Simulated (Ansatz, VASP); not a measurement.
**Cross-check of GaN between VASP and Ansatz**

Aim: how closely do two programs agree when they are given the same cell, functional and k mesh? The cell is taken from a series of runs on this material, whose earlier steps may have relaxed, scaled, displaced or heated it; both programs get it as it stands.

Method: plane waves, with VASP 6.6.1 beside it; relaxation of cell and atoms at r2SCAN with rVV10, in Ansatz 0.2.0.

### 1. Set-up

The structure is hexagonal, space group P6_3mc (No. 186). The conventional cell has a = 3.180 Å, b = 3.180 Å, c = 5.166 Å, α = 90.00°, β = 90.00°, γ = 120.00°. Nearest to Ga lie 4 N at 1.93 to 1.99 Å. Nearest to N lie 4 Ga at 1.93 to 1.99 Å. Farther neighbours and most contacts between anions are not listed.

Coordinates:

```xyz
4
Lattice="3.1800 0.0000 0.0000 -1.5900 2.7540 0.0000 0.0000 0.0000 5.1660" Properties=species:S:1:pos:R:3 pbc="T T T"
Ga    0.0000    1.8360    0.0000
Ga    1.5900    0.9180    2.5830
N     0.0000    1.8360    1.9889
N     1.5900    0.9180    4.5719
```

### 2. VASP: relaxation of cell and atoms, r2SCAN with rVV10

The relaxed volume is the usual yardstick between codes: in a stiff, nearly cubic crystal its relative difference is about their pressure difference at one cell divided by the bulk modulus.

Lines of VASP's logs that name or quote its potential files are left out, and so is its time.

The input, INCAR:

```
SYSTEM = GaN
PREC = Accurate
ENCUT = 660
EDIFF = 1E-07
NELM = 120
ISMEAR = 0
SIGMA = 0.02
LREAL = .FALSE.
ALGO = Normal
METAGGA = R2SCAN
LUSE_VDW = .TRUE.
IVDW_NL = 2
BPARAM = 11.95
CPARAM = 0.0093
LASPH = .TRUE.
NBANDS = 24
LORBIT = 11
LWAVE = .FALSE.
LCHARG = .FALSE.
ISIF = 3
IBRION = 2
NSW = 80
EDIFFG = -0.005
GGA_COMPAT = .FALSE.
NELMIN = 4
EFERMI = MIDGAP
LMIXTAU = .TRUE.
KPAR = 2
```

The input, POSCAR:

```
GaN
1.0
    3.1800000000      0.0000000000      0.0000000000
   -1.5900000000      2.7539610000      0.0000000000
    0.0000000000      0.0000000000      5.1660000000
Ga N
2 2
Direct
    0.3333333333      0.6666666667      0.0000000000
    0.6666666667      0.3333333333      0.5000000000
    0.3333333333      0.6666666667      0.3850000000
    0.6666666667      0.3333333333      0.8850000000
```

The input, KPOINTS:

```
Automatic mesh
0
Gamma
9 9 6
0 0 0
```

Potentials, in the order of the species: Ga_d and N (PBE family, release 64).

On the command line:

```
mpirun -np 2 vasp_std
```

Numbers of over 12 decimals in the logs are rounded to 6 here.

Output:

```text
[banner, memory and clock lines left out]
running    2 mpi-ranks, on    1 nodes
 distrk:  each k-point on    1 cores,    2 groups
 distr:  one band on    1 cores,    1 groups

 POSCAR found type information on POSCAR GaN
 POSCAR found :  2 types and       4 ions
|                                                                             |
|               ----> ADVICE to this user running VASP <----                  |
|                                                                             |
|     You have switched on vdW-DFT.                                           |
|     This routine was written and supplied by Jiri Klimes. We recommend      |
|     that you carefully read and cite the following publications:            |
|       J. Klimes, D.R. Bowler, A. Michelides                                 |
|          J. Phys.: Cond Matt. 22 022201 (2010)                              |
|       J. Klimes, D.R. Bowler, A. Michelides                                 |
|          Phys. Rev. B. 83, 195131 (2011)                                    |
|     and references therein.                                                 |
|                                                                             |

|                                                                             |
|               ----> ADVICE to this user running VASP <----                  |
|                                                                             |
|     You enforced a specific xc type in the INCAR file but a different       |
|     [... a line on the potential file left out ...]
|     I HOPE YOU KNOW WHAT YOU ARE DOING!                                     |
|                                                                             |

 LDA part: xc-table for (None), standard interpolation
 POSCAR, INCAR and KPOINTS ok, starting setup
 FFT: planning ... GRIDC
 FFT: planning ... GRID_SOFT
 FFT: planning ... GRID
 WAVECAR not read
 entering main loop
       N       E                     dE             d eps       ncg     rms          rms(c)
Total rVV10 correction in eV:      0.9208600    38.6842481
Total rVV10 correction in eV:      0.9208600    38.6842481
DAV:   1     0.285000335116E+03    0.28500E+03   -0.21352E+04  2464   0.333E+03
DAV:   2    -0.125579877500E+02   -0.29756E+03   -0.28355E+03  2496   0.599E+02
DAV:   3    -0.512858732975E+02   -0.38728E+02   -0.38375E+02  2760   0.167E+02
DAV:   4    -0.526084913562E+02   -0.13226E+01   -0.13203E+01  2888   0.349E+01
DAV:   5    -0.526334268756E+02   -0.24936E-01   -0.24930E-01  2728   0.421E+00    0.101E+01
Total rVV10 correction in eV:      0.9606338    38.6842487
Total rVV10 correction in eV:      0.9606338    38.6842487
DAV:   6    -0.439232256320E+02    0.87102E+01   -0.99797E+00  3952   0.552E+01    0.330E+00
Total rVV10 correction in eV:      0.9699772    38.6842487
Total rVV10 correction in eV:      0.9699772    38.6842487
DAV:   7    -0.422401038543E+02    0.16831E+01   -0.16934E+00  2424   0.112E+01    0.231E+00
Total rVV10 correction in eV:      0.9964950    38.6842487
Total rVV10 correction in eV:      0.9964950    38.6842487
DAV:   8    -0.450763783218E+02   -0.28363E+01   -0.17547E+00  3224   0.153E+01    0.217E+00
Total rVV10 correction in eV:      0.9895332    38.6842487
Total rVV10 correction in eV:      0.9895332    38.6842487
DAV:   9    -0.436998242202E+02    0.13766E+01   -0.61951E-01  2512   0.878E+00    0.615E-01
Total rVV10 correction in eV:      0.9855366    38.6842487
Total rVV10 correction in eV:      0.9855366    38.6842487
DAV:  10    -0.427948068353E+02    0.90502E+00   -0.26708E-01  2872   0.551E+00    0.168E-01
Total rVV10 correction in eV:      0.9860697    38.6842487
Total rVV10 correction in eV:      0.9860697    38.6842487
DAV:  11    -0.428098990732E+02   -0.15092E-01   -0.25796E-02  2608   0.157E+00    0.290E-01
Total rVV10 correction in eV:      0.9858273    38.6842487
Total rVV10 correction in eV:      0.9858273    38.6842487
DAV:  12    -0.428059841931E+02    0.39149E-02   -0.99631E-04  3720   0.430E-01    0.256E-01
Total rVV10 correction in eV:      0.9858798    38.6842487
Total rVV10 correction in eV:      0.9858798    38.6842487
DAV:  13    -0.428069009815E+02   -0.91679E-03   -0.36086E-03  3488   0.976E-01    0.169E-01
Total rVV10 correction in eV:      0.9877852    38.6842487
Total rVV10 correction in eV:      0.9877852    38.6842487
DAV:  14    -0.428104268855E+02   -0.35259E-02   -0.88501E-03  3464   0.146E+00    0.607E-01
Total rVV10 correction in eV:      0.9875970    38.6842487
Total rVV10 correction in eV:      0.9875970    38.6842487
DAV:  15    -0.428108895111E+02   -0.46263E-03   -0.27105E-03  3312   0.104E+00    0.344E-01
[...]
step:   1.2302(harm=  1.2529)  dis= 0.00746  next Energy=   -42.831963 (dE=-0.348E-02)
 bond charge predicted
       N       E                     dE             d eps       ncg     rms          rms(c)
Total rVV10 correction in eV:      0.9885631    38.6842480
Total rVV10 correction in eV:      0.9885631    38.6842480
DAV:   1    -0.428328454637E+02   -0.11062E-02   -0.70535E-02  2704   0.251E+00    0.211E-01
Total rVV10 correction in eV:      0.9882391    38.6842480
Total rVV10 correction in eV:      0.9882391    38.6842480
DAV:   2    -0.428322721638E+02    0.57330E-03   -0.34358E-03  2824   0.962E-01    0.114E-01
[...]
Total rVV10 correction in eV:      0.9879659    38.6842480
DAV:   1    -0.428372341223E+02   -0.52490E-02   -0.96459E-02  3176   0.555E+00    0.457E-01
Total rVV10 correction in eV:      0.9889739    38.6842482
Total rVV10 correction in eV:      0.9889739    38.6842482
DAV:   2    -0.428335282906E+02    0.37058E-02   -0.12304E-02  3136   0.225E+00    0.234E-01
Total rVV10 correction in eV:      0.9895863    38.6842482
Total rVV10 correction in eV:      0.9895863    38.6842482
DAV:   3    -0.428319036498E+02    0.16246E-02   -0.19354E-03  3640   0.107E+00    0.475E-02
Total rVV10 correction in eV:      0.9894883    38.6842482
Total rVV10 correction in eV:      0.9894883    38.6842482
DAV:   4    -0.428319094318E+02   -0.57819E-05   -0.76897E-04  2328   0.274E-01    0.198E-02
Total rVV10 correction in eV:      0.9895029    38.6842482
Total rVV10 correction in eV:      0.9895029    38.6842482
DAV:   5    -0.428319778623E+02   -0.68431E-04   -0.14361E-04  2448   0.120E-01    0.159E-02
Total rVV10 correction in eV:      0.9895022    38.6842482
Total rVV10 correction in eV:      0.9895022    38.6842482
DAV:   6    -0.428320019145E+02   -0.24052E-04   -0.37715E-05  2344   0.620E-02    0.442E-03
Total rVV10 correction in eV:      0.9895017    38.6842482
Total rVV10 correction in eV:      0.9895017    38.6842482
DAV:   7    -0.428320043075E+02   -0.23930E-05   -0.13279E-05  2464   0.424E-02    0.723E-04
Total rVV10 correction in eV:      0.9895028    38.6842482
Total rVV10 correction in eV:      0.9895028    38.6842482
DAV:   8    -0.428320131931E+02   -0.88856E-05   -0.13802E-06  2528   0.134E-02    0.581E-04
Total rVV10 correction in eV:      0.9895021    38.6842482
Total rVV10 correction in eV:      0.9895021    38.6842482
DAV:   9    -0.428320103504E+02    0.28426E-05   -0.15122E-07  1800   0.475E-03    0.282E-04
Total rVV10 correction in eV:      0.9895034    38.6842482
Total rVV10 correction in eV:      0.9895034    38.6842482
DAV:  10    -0.428320123827E+02   -0.20322E-05   -0.38948E-08  1712   0.248E-03    0.144E-04
Total rVV10 correction in eV:      0.9895032    38.6842482
Total rVV10 correction in eV:      0.9895032    38.6842482
DAV:  11    -0.428320108109E+02    0.15718E-05   -0.16664E-08  1344   0.193E-03    0.691E-05
Total rVV10 correction in eV:      0.9895031    38.6842482
Total rVV10 correction in eV:      0.9895031    38.6842482
DAV:  12    -0.428320110711E+02   -0.26023E-06   -0.41751E-09  1248   0.825E-04    0.450E-05
Total rVV10 correction in eV:      0.9895031    38.6842482
Total rVV10 correction in eV:      0.9895031    38.6842482
DAV:  13    -0.428320110006E+02    0.70466E-07   -0.10841E-09  1200   0.455E-04
Total rVV10 correction in eV:      0.9895030    38.6842482
Total rVV10 correction in eV:      0.9895030    38.6842482
Total rVV10 correction in eV:      0.9895031    38.6842482
Total rVV10 correction in eV:      0.9895031    38.6842482
   6 F= -.42832011E+02 E0= -.42832011E+02  d E =-.257917E-04
 trial-energy change:   -0.000026  1 .order   -0.000061   -0.000834    0.000712
 step:   0.4977(harm=  0.5315)  dis= 0.00003  next Energy=   -42.832191 (dE=-0.206E-03)
 bond charge predicted
       N       E                     dE             d eps       ncg     rms          rms(c)
Total rVV10 correction in eV:      0.9895599    38.6842482
Total rVV10 correction in eV:      0.9895599    38.6842482
DAV:   1    -0.428334419043E+02   -0.14308E-02   -0.23476E-02  3184   0.272E+00    0.226E-01
Total rVV10 correction in eV:      0.9890585    38.6842481
Total rVV10 correction in eV:      0.9890585    38.6842481
DAV:   2    -0.428325450920E+02    0.89681E-03   -0.30067E-03  3144   0.111E+00    0.116E-01
Total rVV10 correction in eV:      0.9887578    38.6842481
Total rVV10 correction in eV:      0.9887578    38.6842481
DAV:   3    -0.428321838149E+02    0.36128E-03   -0.46536E-04  3616   0.524E-01    0.237E-02
Total rVV10 correction in eV:      0.9888057    38.6842481
Total rVV10 correction in eV:      0.9888057    38.6842481
DAV:   4    -0.428321587905E+02    0.25024E-04   -0.18421E-04  2328   0.134E-01    0.894E-03
Total rVV10 correction in eV:      0.9887992    38.6842481
Total rVV10 correction in eV:      0.9887992    38.6842481
DAV:   5    -0.428321951532E+02   -0.36363E-04   -0.36322E-05  2448   0.606E-02    0.721E-03
Total rVV10 correction in eV:      0.9887996    38.6842481
Total rVV10 correction in eV:      0.9887996    38.6842481
DAV:   6    -0.428321847656E+02    0.10388E-04   -0.85519E-06  2368   0.296E-02    0.225E-03
Total rVV10 correction in eV:      0.9887996    38.6842481
Total rVV10 correction in eV:      0.9887996    38.6842481
DAV:   7    -0.428321947484E+02   -0.99828E-05   -0.26068E-06  2512   0.192E-02    0.364E-04
Total rVV10 correction in eV:      0.9887991    38.6842481
Total rVV10 correction in eV:      0.9887991    38.6842481
DAV:   8    -0.428321911106E+02    0.36378E-05   -0.30141E-07  2312   0.631E-03    0.284E-04
Total rVV10 correction in eV:      0.9887995    38.6842481
Total rVV10 correction in eV:      0.9887995    38.6842481
DAV:   9    -0.428321926723E+02   -0.15617E-05   -0.37325E-08  1672   0.236E-03    0.111E-04
Total rVV10 correction in eV:      0.9887990    38.6842481
Total rVV10 correction in eV:      0.9887990    38.6842481
DAV:  10    -0.428321916367E+02    0.10356E-05   -0.99973E-09  1296   0.130E-03    0.703E-05
Total rVV10 correction in eV:      0.9887990    38.6842481
Total rVV10 correction in eV:      0.9887990    38.6842481
DAV:  11    -0.428321923830E+02   -0.74632E-06   -0.34618E-09  1208   0.876E-04    0.310E-05
Total rVV10 correction in eV:      0.9887990    38.6842481
Total rVV10 correction in eV:      0.9887990    38.6842481
DAV:  12    -0.428321922257E+02    0.15736E-06   -0.90565E-10  1184   0.368E-04    0.206E-05
Total rVV10 correction in eV:      0.9887991    38.6842481
Total rVV10 correction in eV:      0.9887991    38.6842481
DAV:  13    -0.428321922796E+02   -0.53931E-07   -0.26297E-10  1160   0.218E-04
Total rVV10 correction in eV:      0.9887991    38.6842481
Total rVV10 correction in eV:      0.9887991    38.6842481
Total rVV10 correction in eV:      0.9887991    38.6842481
Total rVV10 correction in eV:      0.9887991    38.6842481
   7 F= -.42832192E+02 E0= -.42832192E+02  d E =-.207071E-03
 curvature:  -0.29 expect dE=-0.972E-06 dE for cont linesearch -0.743E-06
 trial: gam=-0.04677 g(F)=  0.507E-06 g(S)=  0.285E-05 ort = 0.488E-04 (trialstep = 0.888E+00)
 search vector abs. value=  0.821E-06
 reached required accuracy - stopping structural energy minimisation
```

Parts of OUTCAR (step 2):

```text
ion  position               nearest neighbor table
   1  0.333  0.667  0.000-   4 1.93   4 1.93   4 1.93   3 1.99
   2  0.667  0.333  0.500-   3 1.93   3 1.93   3 1.93   4 1.99
   3  0.333  0.667  0.385-   2 1.93   2 1.93   2 1.93   1 1.99
   4  0.667  0.333  0.885-   1 1.93   1 1.93   1 1.93   2 1.99

  LATTYP: Found a hexagonal cell.
 ALAT       =     3.1800000000
 C/A-ratio  =     1.6245283019

 Subroutine GETGRP returns: Found 12 space group operations
 (whereof  6 operations were pure point group operations)

The static configuration has the point symmetry C_3v.
 The point group associated with its full space group is C_6v.

 Found     48 irreducible k-points:

   k-points           NKPTS =     48   k-points in BZ     NKDIM =     48   number of bands    NBANDS=     24

   dimension x,y,z NGX =    28 NGY =   28 NGZ =   48
   dimension x,y,z NGXF=    56 NGYF=   56 NGZF=   96

   ENCUT  =  660.0 eV  48.51 Ry    6.96 a.u.   6.66  6.66 10.82*2*pi/ulx,y,z

   NELECT =      36.0000    total number of electrons

 k-points in reciprocal lattice and weights: Automatic mesh
   0.00000000  0.00000000  0.00000000       0.002
   0.11111111  0.00000000  0.00000000       0.012
   0.22222222  0.00000000  0.00000000       0.012
   0.33333333  0.00000000  0.00000000       0.012
   0.44444444  0.00000000  0.00000000       0.012
   0.11111111  0.11111111  0.00000000       0.012
   0.22222222  0.11111111  0.00000000       0.025
   0.33333333  0.11111111  0.00000000       0.025
   0.44444444  0.11111111  0.00000000       0.012
[...]
0.33333333  0.22222222  0.50000000       0.025
   0.33333333  0.33333333  0.50000000       0.004

 average (electrostatic) potential at core
       1 -68.1992       2 -68.1992       3 -64.9084       4 -64.9084

 E-fermi :   6.2624

 k-point     1 :       0.0000    0.0000    0.0000
  band No.  band energies     occupation
    ...
     14       4.0329      2.00000
     15       4.0329      2.00000
     16       5.0665      2.00000
     17       5.1040      2.00000
     18       5.1040      2.00000
     19       7.4208      0.00000
     20       9.9023      0.00000
     21      15.0285      0.00000
     22      15.6808      0.00000
     23      15.6808      0.00000
    ...

 k-point     2 :       0.1111    0.0000    0.0000
  band No.  band energies     occupation
    ...
     14       3.1590      2.00000
     15       3.7736      2.00000
     16       4.1309      2.00000
     17       4.9400      2.00000
     18       4.9903      2.00000
     19       8.3088      0.00000
     20      10.6349      0.00000
     21      14.5420      0.00000
     22      14.9901      0.00000
     23      16.0099      0.00000
    ...

 k-point     3 :       0.2222    0.0000    0.0000
  band No.  band energies     occupation
    ...
     14       1.4303      2.00000
     15       2.5633      2.00000
     16       3.1994      2.00000
     17       4.5293      2.00000
     18       4.6815      2.00000
     19       9.5884      0.00000
     20      11.5813      0.00000
     21      13.2869      0.00000
     22      14.3815      0.00000
     23      16.0273      0.00000
    ...

  Total        0.0044170      0.0044170      0.0140461      0.0000000      0.0000000      0.0000000
  in kB        0.1558217      0.1558217      0.4955113      0.0000000      0.0000000      0.0000000
  external PRESSURE =       0.2690516 kB  Pullay stress =       0.0000000 kB

  energy-cutoff  :      660.00
  volume of cell :       45.42
      direct lattice vectors                 reciprocal lattice vectors
     3.181560152 -0.000000000 -0.000000000     0.314311203  0.181467644 -0.000000000
    -1.590780076  2.755312132  0.000000000    -0.000000000  0.362935287 -0.000000000
     0.000000000  0.000000000  5.180862316     0.000000000 -0.000000000  0.193018061

 POSITION                                       TOTAL-FORCE (eV/Angst)
 -----------------------------------------------------------------------------------
     -0.00000      1.83687      0.02135         0.000000     -0.000000      0.001620
      1.59078      0.91844      2.61178         0.000000      0.000000      0.001620
     -0.00000      1.83687      1.97329        -0.000000     -0.000000     -0.001620
      1.59078      0.91844      4.56372         0.000000     -0.000000     -0.001620
 -----------------------------------------------------------------------------------
    total drift:                                0.000000      0.000001      0.004313

  FREE ENERGIE OF THE ION-ELECTRON SYSTEM (eV)
  ---------------------------------------------------
  free  energy   TOTEN  =       -42.8321922796 eV

  energy  without entropy=      -42.8321922796  energy(sigma->0) =      -42.83219228

 reached required accuracy - stopping structural energy minimisation

 total charge
# of ion       s       p       d       tot
------------------------------------------
    1        0.755   0.884  10.195  11.833
    2        0.755   0.884  10.195  11.833
    3        1.228   2.542   0.000   3.770
    4        1.228   2.542   0.000   3.770
--------------------------------------------------
tot          3.966   6.851  20.390  31.207

[... 3 further parts left out ...]
```

CONTCAR:

```
GaN
   1.00000000000000
     3.1815601523009431   -0.0000000000000000   -0.0000000000000000
    -1.5907800761504716    2.7553121318134406    0.0000000000000000
     0.0000000000000000    0.0000000000000000    5.1808623155708666
  Ga              N
     2     2
Direct
     0.3333333332999970    0.6666666667000030    0.0041203244248078
     0.6666666667000030    0.3333333332999970    0.5041203244248078
     0.3333333332999970    0.6666666667000030    0.3808796755751902
     0.6666666667000030    0.3333333332999970    0.8808796755751902
```

(Continued in part 2 of 2.)

[Lines on the potential files, build, host, timing and source positions are cut from VASP's logs without a mark.]

[Logs are printed without paths, hosts, clocks, repeated set-up lines and the standing remarks that a program may print on its own settings, such as how far it seeks lower states.]

[Hosts, paths, dates, database ids (printed as entryN), source tags and the programs' standing remarks are cut or masked in the printed files.]
